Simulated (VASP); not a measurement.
Output of a VASP run:

File OUTCAR:
```
 ion  position               nearest neighbor table
   1  0.333  0.667  0.250-   4 2.39   5 2.39   4 2.39   5 2.39   4 2.39   5 2.39
   2  0.667  0.333  0.750-   3 2.39   6 2.39   3 2.39   6 2.39   3 2.39   6 2.39
   3  0.333  0.667  0.878-   2 2.39   2 2.39   2 2.39
   4  0.667  0.333  0.378-   1 2.39   1 2.39   1 2.39
   5  0.667  0.333  0.122-   1 2.39   1 2.39   1 2.39
   6  0.333  0.667  0.622-   2 2.39   2 2.39   2 2.39
  LATTYP: Found a hexagonal cell.
 ALAT       =     3.1327996878
 C/A-ratio  =     3.9058141284
 Subroutine PRICEL returns:
 Original cell was already a primitive cell.
 Subroutine GETGRP returns: Found 24 space group operations
The static configuration has the point symmetry D_3d.
 The point group associated with its full space group is D_6h.
The dynamic configuration has the point symmetry D_3d.
 Subroutine INISYM returns: Found 24 space group operations
 Subroutine IBZKPT returns following result:
 Found     16 irreducible k-points:

 Following reciprocal coordinates:
            Coordinates               Weight
  0.000000  0.000000  0.000000      1.000000
  0.142857  0.000000  0.000000      6.000000
  0.285714  0.000000  0.000000      6.000000
  0.428571  0.000000  0.000000      6.000000
  0.142857  0.142857  0.000000      6.000000
  0.285714  0.142857  0.000000     12.000000
  0.428571  0.142857  0.000000      6.000000
  0.285714  0.285714  0.000000      6.000000
  0.000000  0.000000  0.500000      1.000000
  0.142857  0.000000  0.500000      6.000000
  0.285714  0.000000  0.500000      6.000000
  0.428571  0.000000  0.500000      6.000000
  0.142857  0.142857  0.500000      6.000000
  0.285714  0.142857  0.500000     12.000000
  0.428571  0.142857  0.500000      6.000000
  0.285714  0.285714  0.500000      6.000000
   k-points           NKPTS =     16   k-points in BZ     NKDIM =     16   number of bands    NBANDS=     31
   number of dos      NEDOS =    301   number of ions     NIONS =      6
   total plane-waves  NPLWV =  32000
   dimension x,y,z NGX =    20 NGY =   20 NGZ =   80
   dimension x,y,z NGXF=    40 NGYF=   40 NGZF=  160
   ions per type =               2   4
   PREC   = accura    normal or accurate (medium, high low for compatibility)
   ISTART =      0    job   : 0-new  1-cont  2-samecut
   ICHARG =      2    charge: 1-file 2-atom 10-const
   ISPIN  =      1    spin polarized calculation?
   LNONCOLLINEAR =      F non collinear calculations
   LSORBIT =      F    spin-orbit coupling
   INIWAV =      1    electr: 0-lowe 1-rand  2-diag
   ENCUT  =  400.0 eV  29.40 Ry    5.42 a.u.   5.11  5.11 19.95*2*pi/ulx,y,z
   NELM   =    100;   NELMIN=  2; NELMDL= -5     # of ELM steps
   EDIFF  = 0.1E-05   stopping-criterion for ELM
   LREAL  =      F    real-space projection
   NLSPLINE    = F    spline interpolate recip. space projectors
   LMAXMIX     =    6 max onsite mixed and CHGCAR
   VOSKOWN=      0    Vosko Wilk Nusair interpolation
   EDIFFG = -.2E-01   stopping-criterion for IOM
   NSW    =     60    number of steps for IOM
   NBLOCK =      1;   KBLOCK =     60    inner block; outer block
   IBRION =      2    ionic relax: 0-MD 1-quasi-New 2-CG
   NFREE  =      1    steps in history (QN), initial steepest desc. (CG)
   ISIF   =      3    stress and relaxation
   ISYM   =      2    0-nonsym 1-usesym 2-fastsym
   TEIN   =    0.0    initial temperature
   TEBEG  =    0.0;   TEEND  =   0.0 temperature during run
   SMASS  =  -3.00    Nose mass-parameter (am)
   PSTRESS=    0.0 pullay stress
   NELECT =      52.0000    total number of electrons
   EFERMI =   0.00;   METHOD = LEGACY
   ISMEAR =     0;   SIGMA  =   0.05  broadening in eV -4-tet -1-fermi 0-gaus
   IALGO  =     38    algorithm
   LDIAG  =      T    sub-space diagonalisation (order eigenvalues)
   IMIX   =      4    mixing-type and parameters
     AMIX     =   0.40;   BMIX     =  1.00
     AMIX_MAG =   1.60;   BMIX_MAG =  1.00
     AMIN     =   0.10
   GGA     = CA    functional components
   VOSKOWN =     0    Vosko Wilk Nusair interpolation
...
```

### OSZICAR
```
...
       N       E                     dE             d eps       ncg     rms          rms(c)
DAV:   1    -0.525268960344E+02   -0.31201E-03   -0.82380E-03  1097   0.767E-01    0.195E-01
DAV:   2    -0.525266705578E+02    0.22548E-03   -0.83066E-04  1164   0.220E-01    0.551E-02
DAV:   3    -0.525266203434E+02    0.50214E-04   -0.13078E-04  1209   0.618E-02    0.227E-02
DAV:   4    -0.525266153164E+02    0.50270E-05   -0.20897E-05  1171   0.288E-02    0.204E-02
DAV:   5    -0.525266141397E+02    0.11767E-05   -0.37820E-06   905   0.129E-02    0.124E-02
DAV:   6    -0.525266137192E+02    0.42053E-06   -0.18492E-06   665   0.888E-03
   3 F= -.52526614E+02 E0= -.52526614E+02  d E =-.335000E-03
       N       E                     dE             d eps       ncg     rms          rms(c)
DAV:   1    -0.525267542229E+02   -0.14008E-03   -0.38874E-02  1048   0.945E-01    0.156E-01
DAV:   2    -0.525267879854E+02   -0.33763E-04   -0.20784E-03  1205   0.229E-01    0.777E-02
DAV:   3    -0.525267564881E+02    0.31497E-04   -0.64983E-05  1165   0.525E-02    0.633E-02
DAV:   4    -0.525267473073E+02    0.91808E-05   -0.50308E-05  1205   0.357E-02    0.192E-02
DAV:   5    -0.525267470743E+02    0.23307E-06   -0.71564E-06  1023   0.141E-02
   4 F= -.52526747E+02 E0= -.52526747E+02  d E =-.133355E-03
       N       E                     dE             d eps       ncg     rms          rms(c)
DAV:   1    -0.525267880220E+02   -0.40715E-04   -0.39334E-03  1055   0.299E-01    0.489E-02
DAV:   2    -0.525267905799E+02   -0.25578E-05   -0.20875E-04  1213   0.730E-02    0.248E-02
DAV:   3    -0.525267873619E+02    0.32180E-05   -0.62622E-06  1006   0.163E-02    0.202E-02
DAV:   4    -0.525267863471E+02    0.10147E-05   -0.54235E-06  1035   0.124E-02    0.600E-03
DAV:   5    -0.525267863069E+02    0.40188E-07   -0.65180E-07   622   0.507E-03
   5 F= -.52526786E+02 E0= -.52526786E+02  d E =-.172588E-03
       N       E                     dE             d eps       ncg     rms          rms(c)
DAV:   1    -0.525279602697E+02   -0.11739E-02   -0.45031E-02   999   0.140E+00    0.241E-01
DAV:   2    -0.525271836380E+02    0.77663E-03   -0.62115E-03  1114   0.515E-01    0.149E-01
DAV:   3    -0.525270754667E+02    0.10817E-03   -0.31067E-04  1110   0.976E-02    0.638E-02
DAV:   4    -0.525270247082E+02    0.50758E-04   -0.14155E-04  1190   0.533E-02    0.318E-02
DAV:   5    -0.525270187237E+02    0.59845E-05   -0.18540E-05  1250   0.290E-02    0.235E-02
DAV:   6    -0.525270173801E+02    0.13435E-05   -0.65411E-06  1035   0.142E-02    0.442E-03
DAV:   7    -0.525270173075E+02    0.72601E-07   -0.99304E-07   608   0.607E-03
   6 F= -.52527017E+02 E0= -.52527017E+02  d E =-.231001E-03
       N       E                     dE             d eps       ncg     rms          rms(c)
DAV:   1    -0.525359620449E+02   -0.89447E-02   -0.40662E-01   999   0.422E+00    0.719E-01
DAV:   2    -0.525289575568E+02    0.70045E-02   -0.55714E-02  1100   0.154E+00    0.445E-01
DAV:   3    -0.525279891337E+02    0.96842E-03   -0.27656E-03  1103   0.292E-01    0.189E-01
DAV:   4    -0.525275361688E+02    0.45296E-03   -0.12630E-03  1190   0.160E-01    0.947E-02
DAV:   5    -0.525274825184E+02    0.53650E-04   -0.16785E-04  1237   0.876E-02    0.705E-02
DAV:   6    -0.525274700387E+02    0.12480E-04   -0.61596E-05  1242   0.429E-02    0.131E-02
DAV:   7    -0.525274694273E+02    0.61135E-06   -0.85440E-06  1018   0.154E-02
   7 F= -.52527469E+02 E0= -.52527469E+02  d E =-.683120E-03
```

### OUTCAR
```
------------------------ aborting loop because EDIFF is reached ----------------------------------------
  FORCE on cell =-STRESS in cart. coord.  units (eV):
  Direction    XX          YY          ZZ          XY          YZ          ZX
  --------------------------------------------------------------------------------------
  Total        0.0430127      0.0430127     -0.0713698      0.0000000      0.0000000      0.0000000
  in kB        0.6676487      0.6676487     -1.1078115      0.0000000      0.0000000      0.0000000
  external PRESSURE =       0.0758286 kB  Pullay stress =       0.0000000 kB
  volume of cell :      103.22
      direct lattice vectors                 reciprocal lattice vectors
     1.564200432 -2.709274600 -0.000000000     0.319652130 -0.184551245 -0.000000000
     1.564200432  2.709274600 -0.000000000     0.319652130  0.184551245  0.000000000
    -0.000000000 -0.000000000 12.178210691     0.000000000  0.000000000  0.082113869
 POSITION                                       TOTAL-FORCE (eV/Angst)
 -----------------------------------------------------------------------------------
      1.56420      0.90309      3.04455        -0.000000     -0.000000      0.000000
      1.56420     -0.90309      9.13366         0.000000     -0.000000      0.000000
      1.56420      0.90309     10.69742        -0.000000      0.000000      0.000463
      1.56420     -0.90309      4.60831         0.000000      0.000000      0.000463
      1.56420     -0.90309      1.48079         0.000000      0.000000     -0.000463
      1.56420      0.90309      7.56990        -0.000000      0.000000     -0.000463
 -----------------------------------------------------------------------------------
    total drift:                               -0.000150      0.001137     -0.000035
  FREE ENERGIE OF THE ION-ELECTRON SYSTEM (eV)
  ---------------------------------------------------
  free  energy   TOTEN  =       -52.5274694273 eV

  energy  without entropy=      -52.5274694273  energy(sigma->0) =      -52.52746943

 reached required accuracy - stopping structural energy minimisation
```
(Selected blocks of OUTCAR.)

### POSCAR
```
WS2
1
    1.5663998532    -2.7130841092     0.0000000000
    1.5663998532     2.7130841092    -0.0000000000
    0.0000000000     0.0000000000    12.2361332820
W S
2 4
Direct
  0.3333330000   0.6666670000   0.2500000000
  0.6666670000   0.3333330000   0.7500000000
  0.3333330000   0.6666670000   0.8775661129
  0.6666670000   0.3333330000   0.3775661129
  0.6666670000   0.3333330000   0.1224338871
  0.3333330000   0.6666670000   0.6224338871
```

Q: Reconstruct the remaining input files.

A: This is not unique; one that fits is the input of the run itself, LDA (Ceperley-Alder, Perdew-Zunger), plane waves, VASP's LDA PAW potentials (set 64).

**INCAR**
```
! general
SYSTEM   =  WS2
PREC     =  Accurate
ENCUT    =  400   ! plane-wave cut-off (eV)
LREAL    =  F   ! projection in real space or not
LASPH    =  T

! electronic loop
EDIFF    =  1E-6
NELM     =  100   ! most electronic steps
ALGO     =  Normal   ! blocked Davidson
LMAXMIX  =  6

! smearing
ISMEAR   =  0   ! Gaussian
SIGMA    =  0.05   ! width (eV)

! ions
IBRION   =  2   ! conjugate gradients
NSW      =  60
ISIF     =  3   ! ions, shape and volume
EDIFFG   =  -0.02

! output
LWAVE    =  F
LCHARG   =  F
```

File KPOINTS:
```
Automatic mesh
0
Gamma
7 7 2
0 0 0
```

POTCAR, in this order: W_sv S (LDA.64 set). Program: vasp_std.

The compound is WS2 in the 2H layered structure. This run relaxes it. Symmetry was kept, so distortions that lower it aren't found. The start is the result of an earlier pass.
